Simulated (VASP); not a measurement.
Method: PBE GGA, VASP's PBE PAW potentials (set 64) (plane waves; VASP).

Input for VASP

### INCAR
```
! general
SYSTEM  = ZnO
PREC    = Accurate
ENCUT   = 480
LREAL   = .FALSE.
LASPH   = .TRUE.

! electronic loop
EDIFF   = 1E-6
NELM    = 100
ALGO    = Normal
LMAXMIX = 4

! smearing
ISMEAR  = 0
SIGMA   = 0.05

! functional
GGA     = PE

! ions
IBRION  = 2
NSW     = 60
ISIF    = 3
EDIFFG  = -0.02

! output
LWAVE   = .FALSE.
LCHARG  = .FALSE.
```

POSCAR:
```
ZnO
1
    1.6454688832    -2.8500361622     0.0000000000
    1.6454688832     2.8500361622    -0.0000000000
    0.0000000000     0.0000000000     5.2763080578
Zn O
2 2
Direct
  0.6666670000   0.3333330000   0.5002389127
  0.3333330000   0.6666670000   0.0002389127
  0.6666670000   0.3333330000   0.8817610873
  0.3333330000   0.6666670000   0.3817610873
```

**KPOINTS**
```
Automatic
0
Gamma
  7 7 4
```

POTCAR, in this order: Zn O (PBE.64 set). Program: vasp_std.

The run wrote:

### OSZICAR
```
       N       E                     dE             d eps       ncg     rms          rms(c)
DAV:   1     0.280119048554E+03    0.28012E+03   -0.18087E+04  1064   0.225E+03
DAV:   2     0.772774860547E+01   -0.27239E+03   -0.26083E+03  1158   0.425E+02
DAV:   3    -0.205965852280E+02   -0.28324E+02   -0.28146E+02  1230   0.149E+02
DAV:   4    -0.210998960080E+02   -0.50331E+00   -0.50290E+00  1146   0.214E+01
DAV:   5    -0.211038001316E+02   -0.39041E-02   -0.39039E-02  1236   0.178E+00    0.143E+01
DAV:   6    -0.177298295145E+02    0.33740E+01   -0.12070E+01  1832   0.738E+01    0.867E+00
DAV:   7    -0.178974407158E+02   -0.16761E+00   -0.26687E+00  1144   0.196E+01    0.521E+00
DAV:   8    -0.179232831866E+02   -0.25842E-01   -0.85136E-01  1596   0.918E+00    0.183E+00
DAV:   9    -0.178574132374E+02    0.65870E-01   -0.19260E-01  1626   0.794E+00    0.350E-01
DAV:  10    -0.178612092197E+02   -0.37960E-02   -0.58364E-02  1092   0.176E+00    0.148E-01
DAV:  11    -0.178612061134E+02    0.31064E-05   -0.15268E-03  1536   0.500E-01    0.350E-02
DAV:  12    -0.178612644657E+02   -0.58352E-04   -0.14833E-04  1386   0.225E-01    0.345E-02
DAV:  13    -0.178612585418E+02    0.59239E-05   -0.38211E-05  1364   0.128E-01    0.126E-02
DAV:  14    -0.178612588212E+02   -0.27939E-06   -0.14258E-05  1158   0.438E-02    0.502E-03
DAV:  15    -0.178612582075E+02    0.61372E-06   -0.15992E-06   756   0.151E-02
   1 F= -.17861258E+02 E0= -.17861258E+02  d E =-.178613E+02
       N       E                     dE             d eps       ncg     rms          rms(c)
DAV:   1    -0.178624693382E+02   -0.12105E-02   -0.47466E-02  1140   0.255E+00    0.238E-01
DAV:   2    -0.178616849721E+02    0.78437E-03   -0.39362E-03  1418   0.112E+00    0.105E-01
DAV:   3    -0.178615282213E+02    0.15675E-03   -0.11099E-04  1454   0.239E-01    0.560E-02
DAV:   4    -0.178614762192E+02    0.52002E-04   -0.94729E-05  1478   0.128E-01    0.826E-03
DAV:   5    -0.178614768195E+02   -0.60024E-06   -0.15816E-05  1080   0.426E-02    0.400E-03
DAV:   6    -0.178614770275E+02   -0.20807E-06   -0.50225E-07   546   0.266E-02
   2 F= -.17861477E+02 E0= -.17861477E+02  d E =-.218820E-03
       N       E                     dE             d eps       ncg     rms          rms(c)
DAV:   1    -0.178622128703E+02   -0.73605E-03   -0.31174E-02  1140   0.207E+00    0.192E-01
DAV:   2    -0.178617024631E+02    0.51041E-03   -0.25677E-03  1418   0.904E-01    0.850E-02
DAV:   3    -0.178615990521E+02    0.10341E-03   -0.72555E-05  1454   0.194E-01    0.455E-02
DAV:   4    -0.178615646790E+02    0.34373E-04   -0.62400E-05  1472   0.104E-01    0.670E-03
DAV:   5    -0.178615650785E+02   -0.39954E-06   -0.10423E-05  1086   0.346E-02    0.326E-03
DAV:   6    -0.178615652482E+02   -0.16966E-06   -0.34048E-07   546   0.219E-02
   3 F= -.17861565E+02 E0= -.17861565E+02  d E =-.307041E-03
       N       E                     dE             d eps       ncg     rms          rms(c)
DAV:   1    -0.178621921295E+02   -0.62705E-03   -0.40356E-02  1064   0.210E+00    0.171E-01
DAV:   2    -0.178618237630E+02    0.36837E-03   -0.23401E-03  1444   0.809E-01    0.765E-02
DAV:   3    -0.178617455002E+02    0.78263E-04   -0.61196E-05  1514   0.184E-01    0.421E-02
DAV:   4    -0.178617190083E+02    0.26492E-04   -0.47294E-05  1330   0.869E-02    0.592E-03
DAV:   5    -0.178617193576E+02   -0.34932E-06   -0.81667E-06  1092   0.309E-02
   4 F= -.17861719E+02 E0= -.17861719E+02  d E =-.154109E-03
```

**OUTCAR**
```
------------------------ aborting loop because EDIFF is reached ----------------------------------------
  FORCE on cell =-STRESS in cart. coord.  units (eV):
  Direction    XX          YY          ZZ          XY          YZ          ZX
  --------------------------------------------------------------------------------------
  Total       -0.0490666     -0.0490666     -0.0263403      0.0000000      0.0000000     -0.0000000
  in kB       -1.5863318     -1.5863323     -0.8515856      0.0000000      0.0000000     -0.0000000
  external PRESSURE =      -1.3414165 kB  Pullay stress =       0.0000000 kB
  volume of cell :       49.56
      direct lattice vectors                 reciprocal lattice vectors
     1.644106899 -2.847677135 -0.000000000     0.304116478 -0.175581703  0.000000000
     1.644106899  2.847677135  0.000000000     0.304116478  0.175581703  0.000000000
    -0.000000000  0.000000000  5.292387717     0.000000000 -0.000000000  0.188950631
  FREE ENERGIE OF THE ION-ELECTRON SYSTEM (eV)
  ---------------------------------------------------
  free  energy   TOTEN  =       -17.8617193576 eV

  energy  without entropy=      -17.8617193576  energy(sigma->0) =      -17.86171936

 reached required accuracy - stopping structural energy minimisation
```
(Selected blocks of OUTCAR.)

**CONTCAR**
```
ZnO
   1.00000000000000
     1.6441068991137151   -2.8476771354358235   -0.0000000000000000
     1.6441068991137151    2.8476771354358235    0.0000000000000000
    -0.0000000000000000    0.0000000000000000    5.2923877168554805
  Zn              O
     2     2
Direct
     0.6666669999999968    0.3333330000000032    0.5008537439761844
     0.3333330000000032    0.6666669999999968    0.0008537439761844
     0.6666669999999968    0.3333330000000032    0.8811462560238135
     0.3333330000000032    0.6666669999999968    0.3811462560238135
```

The compound is ZnO in the wurtzite structure. This run relaxes it. Symmetry was kept, so distortions that lower it aren't found. The start is the result of an earlier pass.
